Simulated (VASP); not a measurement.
A run of VASP 6.6.1 is set up as follows.

run.py

```python
from ase.calculators.vasp import Vasp
from ase.dft.bandgap import bandgap
from ase.io import read

atoms = read('RbMg6Sn.cif')
calc = Vasp(
    directory='calc',
    xc='pbe',
    pp='PBE',
    setups='minimal',
    prec='Accurate',
    encut=500,
    ediff=1e-07,
    ismear=0,
    sigma=0.02,
    lreal=False,
    lasph=True,
    nelm=100,
    algo='Normal',
    isif=2,
    lwave=False,
    lcharg=True,
    lelf=True,
    lvhar=True,
    kpts=[5, 5, 5],
    gamma=True,
    nbands=22,
)
atoms.calc = calc

print('energy (eV):', atoms.get_potential_energy())
print('free energy (eV):', atoms.get_potential_energy(force_consistent=True))
print('forces (eV/A):')
print(atoms.get_forces())
print('stress (eV/A^3, Voigt):', atoms.get_stress())
print('Fermi level (eV):', calc.get_fermi_level())
gap, top, bottom = bandgap(calc)
print('band gap (eV):', gap, 'from (spin, k, band)', top, 'to', bottom)
```

The input RbMg6Sn.cif:

```cif
data_RbMg6Sn
_cell_length_a 5.22437100
_cell_length_b 7.04453386
_cell_length_c 7.04453386
_cell_angle_alpha 60.08363238
_cell_angle_beta 90.00000000
_cell_angle_gamma 90.00000000
_space_group_name_H-M_alt 'P1'
_space_group_name_Hall 'P 1'
_space_group_IT_number 1
loop_
_space_group_symop_operation_xyz
'x,y,z'
loop_
_atom_site_label
_atom_site_type_symbol
_atom_site_symmetry_multiplicity
_atom_site_Wyckoff_symbol
_atom_site_fract_x
_atom_site_fract_y
_atom_site_fract_z
_atom_site_occupancy
Sn1 Sn 1 a 0.0000000000 0.8542230000 0.8542230000 1
Rb1 Rb 1 a 0.5000000000 0.6675080000 0.6675080000 1
Mg1 Mg 1 a 0.5000000000 0.1613810000 0.1613810000 1
Mg2 Mg 1 a 0.5000000000 0.6771230000 0.1603050000 1
Mg3 Mg 1 a 0.5000000000 0.1603050000 0.6771230000 1
Mg4 Mg 1 a 0.0000000000 0.3324390000 0.3324390000 1
Mg5 Mg 1 a 0.0000000000 0.8570810000 0.2899410000 1
Mg6 Mg 1 a 0.0000000000 0.2899410000 0.8570810000 1
```

Potentials or basis: VASP PAW PBE potentials, release 64 (Sn, Rb_pv, Mg).

Launch:

```console
$ python run.py
```

Task: Estimate the largest force.

Result: 0.036 eV/Å.

Task: Predict the band gap on the k mesh.

Result: None (metal or under the smearing width).

Forces on the atoms (eV/Å):
```
Sn   0.000  0.029  0.017
Rb   0.000  0.019  0.011
Mg   0.000  0.005  0.003
Mg   0.000  0.024 -0.004
Mg   0.000  0.008  0.022
Mg   0.000 -0.031 -0.018
Mg   0.000 -0.020 -0.027
Mg   0.000 -0.034 -0.004
```
